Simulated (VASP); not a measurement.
These are optB88-vdW, VASP's PBE PAW potentials (set 64) (plane waves; VASP) values and carry that method's errors.

The input files of a VASP run:

**KPOINTS**
```
Regular mesh
0
Gamma
 12 12 12
0 0 0
```

File POSCAR:
```
Sn
1.0
 -2.9150000000   2.9150000000   1.5900000000
  2.9150000000  -2.9150000000   1.5900000000
  2.9150000000   2.9150000000  -1.5900000000
Sn
2
Cart
  2.9150000000   0.0000000000   0.7950000000
  0.0000000000   0.0000000000   0.0000000000
```

INCAR:
```
LUSE_VDW = T
PARAM2 = 0.22
LREAL = F   # projection in real space or not
AGGAC = 0.0
LWAVE = F
GGA = BO
ISMEAR = 1   # Methfessel-Paxton
ISIF = 3   # ions, shape and volume
IBRION = 2   # conjugate gradients
LMAXMIX = 4   # l cut-off of mixed one-centre charges
LASPH = T   # aspherical one-centre terms
SIGMA = 0.1   # width (eV)
PREC = Accurate
PARAM1 = 0.1833333333
NELM = 100
EDIFFG = -0.01   # ionic stop
EDIFF = 1E-6
ALGO = Normal
ENCUT = 520   # plane-wave cut-off (eV)
NSW = 60   # most ionic steps
LCHARG = F
SYSTEM = Sn
```

POTCAR, in this order: Sn_d (PBE.64 set). Program: vasp_std.

What VASP printed:

OSZICAR:
```
       N       E                     dE             d eps       ncg     rms          rms(c)
DAV:   1     0.210122396925E+03    0.21012E+03   -0.15042E+04  5888   0.243E+03
DAV:   2     0.172483531808E+02   -0.19287E+03   -0.19065E+03  5870   0.452E+02
DAV:   3    -0.500853136960E+00   -0.17749E+02   -0.17541E+02  6638   0.140E+02
DAV:   4    -0.104884001999E+01   -0.54799E+00   -0.54574E+00  6690   0.268E+01
DAV:   5    -0.107009729518E+01   -0.21257E-01   -0.21252E-01  7846   0.485E+00    0.215E+00
DAV:   6    -0.106209231086E+01    0.80050E-02   -0.25066E-02  7584   0.232E+00    0.121E+00
DAV:   7    -0.106141160887E+01    0.68070E-03   -0.16735E-02  7514   0.183E+00    0.139E-01
DAV:   8    -0.106172415916E+01   -0.31255E-03   -0.18658E-03  6408   0.613E-01    0.432E-02
DAV:   9    -0.106173690660E+01   -0.12747E-04   -0.57516E-05  7570   0.778E-02    0.160E-02
DAV:  10    -0.106173628874E+01    0.61786E-06   -0.14126E-05  6752   0.541E-02    0.233E-03
DAV:  11    -0.106173625086E+01    0.37881E-07   -0.39763E-07  3230   0.888E-03
   1 F= -.10617363E+01 E0= -.10615933E+01  d E =-.106174E+01
       N       E                     dE             d eps       ncg     rms          rms(c)
DAV:   1    -0.245626693656E+01   -0.13945E+01   -0.33567E+01  6394   0.108E+02    0.617E+00
DAV:   2    -0.136145974352E+01    0.10948E+01   -0.18469E+00  6914   0.233E+01    0.284E+00
DAV:   3    -0.109802081603E+01    0.26344E+00   -0.92334E-01  7658   0.154E+01    0.324E-01
DAV:   4    -0.108686085583E+01    0.11160E-01   -0.35083E-02  6798   0.264E+00    0.135E-01
DAV:   5    -0.108503975850E+01    0.18211E-02   -0.21226E-03  7656   0.592E-01    0.610E-02
DAV:   6    -0.108490465322E+01    0.13511E-03   -0.37270E-04  6784   0.308E-01    0.103E-02
DAV:   7    -0.108490435422E+01    0.29900E-06   -0.13356E-05  7604   0.343E-02    0.247E-03
DAV:   8    -0.108490506619E+01   -0.71196E-06   -0.44452E-07  3144   0.694E-03
   2 F= -.10849051E+01 E0= -.10849892E+01  d E =-.231688E-01
       N       E                     dE             d eps       ncg     rms          rms(c)
DAV:   1    -0.115137991781E+01   -0.66476E-01   -0.14354E+00  6388   0.202E+01    0.136E+00
DAV:   2    -0.109881938952E+01    0.52561E-01   -0.95658E-02  6796   0.527E+00    0.604E-01
DAV:   3    -0.108724907744E+01    0.11570E-01   -0.37004E-02  7666   0.314E+00    0.757E-02
DAV:   4    -0.108673634273E+01    0.51273E-03   -0.10918E-03  6048   0.440E-01    0.243E-02
DAV:   5    -0.108668922994E+01    0.47113E-04   -0.73194E-05  7704   0.726E-02    0.110E-02
DAV:   6    -0.108668867289E+01    0.55706E-06   -0.52774E-06  6058   0.356E-02
   3 F= -.10866887E+01 E0= -.10867174E+01  d E =-.249524E-01
       N       E                     dE             d eps       ncg     rms          rms(c)
DAV:   1    -0.108715078537E+01   -0.46156E-03   -0.10754E-02  6386   0.178E+00    0.116E-01
DAV:   2    -0.108676863005E+01    0.38216E-03   -0.68792E-04  6842   0.448E-01    0.520E-02
DAV:   3    -0.108668086840E+01    0.87762E-04   -0.28216E-04  7678   0.274E-01    0.631E-03
DAV:   4    -0.108667438640E+01    0.64820E-05   -0.86147E-06  6106   0.398E-02    0.217E-03
DAV:   5    -0.108667305113E+01    0.13353E-05   -0.38424E-07  3000   0.700E-03    0.905E-04
DAV:   6    -0.108667276607E+01    0.28507E-06   -0.19824E-07  2978   0.746E-03
   4 F= -.10866728E+01 E0= -.10867063E+01  d E =-.249365E-01
       N       E                     dE             d eps       ncg     rms          rms(c)
DAV:   1    -0.108739391704E+01   -0.72087E-03   -0.16245E-02  6392   0.207E+00    0.141E-01
DAV:   2    -0.108684177991E+01    0.55214E-03   -0.10997E-03  7130   0.570E-01    0.657E-02
DAV:   3    -0.108670067096E+01    0.14111E-03   -0.43794E-04  7556   0.340E-01    0.109E-02
DAV:   4    -0.108669842763E+01    0.22433E-05   -0.28175E-05  6546   0.707E-02    0.316E-03
DAV:   5    -0.108669861014E+01   -0.18250E-06   -0.11212E-06  3062   0.148E-02
   5 F= -.10866986E+01 E0= -.10867261E+01  d E =-.258441E-04
```

File OUTCAR:
```
------------------------ aborting loop because EDIFF is reached ----------------------------------------
  FORCE on cell =-STRESS in cart. coord.  units (eV):
  Direction    XX          YY          ZZ          XY          YZ          ZX
  --------------------------------------------------------------------------------------
  Total        0.0045837      0.0045837      0.0170800      0.0000000      0.0000000      0.0000000
  in kB        0.1288518      0.1288518      0.4801303      0.0000000      0.0000000      0.0000000
  external PRESSURE =       0.2459446 kB  Pullay stress =       0.0000000 kB
  volume of cell :       57.00
      direct lattice vectors                 reciprocal lattice vectors
    -2.968158915  2.968158915  1.617354703     0.000000000  0.168454592  0.309146781
     2.968158915 -2.968158915  1.617354703     0.168454592  0.000000000  0.309146781
     2.968158915  2.968158915 -1.617354703     0.168454592  0.168454592  0.000000000
 POSITION                                       TOTAL-FORCE (eV/Angst)
 -----------------------------------------------------------------------------------
      2.96816      0.00000      0.80868         0.000000      0.000000      0.000000
      2.96816     -2.96816      1.61735        -0.000000     -0.000000     -0.000000
 -----------------------------------------------------------------------------------
    total drift:                                0.000000     -0.000000      0.000000
  FREE ENERGIE OF THE ION-ELECTRON SYSTEM (eV)
  ---------------------------------------------------
  free  energy   TOTEN  =        -1.0866986101 eV

  energy  without entropy=       -1.0867810831  energy(sigma->0) =       -1.08672610

 reached required accuracy - stopping structural energy minimisation
```
(Selected blocks of OUTCAR.)

### CONTCAR
```
Sn
   1.00000000000000
    -2.9681589148851364    2.9681589148851364    1.6173547033908362
     2.9681589148851364   -2.9681589148851364    1.6173547033908362
     2.9681589148851364    2.9681589148851364   -1.6173547033908362
  Sn
     2
Direct
     0.2500000000000000    0.7500000000000000    0.5000000000000000
     0.0000000000000000    1.0000000000000000    0.0000000000000000
```

File OUTCAR:
```
 val. band max:        7.2536160753   @ k =   0.4167   0.0833   0.0833

 cond. band min:       7.2711542508   @ k =  -0.3333   0.1667   0.0833


 Fermi energy:         7.2541855703

 k-point     1 :       0.0000    0.0000    0.0000
  band No.  band energies     occupation
      1     -14.3196      2.00000
      2     -14.2500      2.00000
      3     -14.2047      2.00000
      4     -14.2006      2.00000
      5     -14.0717      2.00000
      6     -14.0717      2.00000
      7     -14.0623      2.00000
      8     -14.0623      2.00000
      9     -13.9830      2.00000
     10     -13.8887      2.00000
     11      -3.5346      2.00000
     12       3.3310      2.00000
     13       5.4201      2.00000
     14       5.4201      2.00000
     15      10.5712      0.00000
     16      13.1414      0.00000
     17      13.1414      0.00000
     18      13.6509      0.00000

 k-point     2 :       0.0833    0.0000    0.0000
  band No.  band energies     occupation
      1     -14.3158      2.00000
      2     -14.2379      2.00000
      3     -14.2004      2.00000
      4     -14.1866      2.00000
      5     -14.0800      2.00000
      6     -14.0786      2.00000
      7     -14.0637      2.00000
      8     -14.0628      2.00000
      9     -13.9851      2.00000
     10     -13.8927      2.00000
     11      -3.4036      2.00000
     12       3.1952      2.00000
     13       5.4348      2.00000
     14       5.8015      2.00000
     15      10.7897      0.00000
     16      12.3484      0.00000
     17      12.6745      0.00000
     18      12.9841      0.00000

 k-point     3 :       0.1667    0.0000    0.0000
  band No.  band energies     occupation
      1     -14.3047      2.00000
      2     -14.2068      2.00000
      3     -14.1889      2.00000
      4     -14.1546      2.00000
      5     -14.0979      2.00000
      6     -14.0849      2.00000
      7     -14.0714      2.00000
      8     -14.0694      2.00000
      9     -13.9913      2.00000
...
```

Energy and stress use the plane-wave basis of the starting cell. Unless said otherwise, spin-orbit coupling is left out, though it shifts the bands of the heavy elements here.

The compound is Sn in the beta structure. This run relaxes it. Symmetry was kept, so distortions that lower it aren't found.
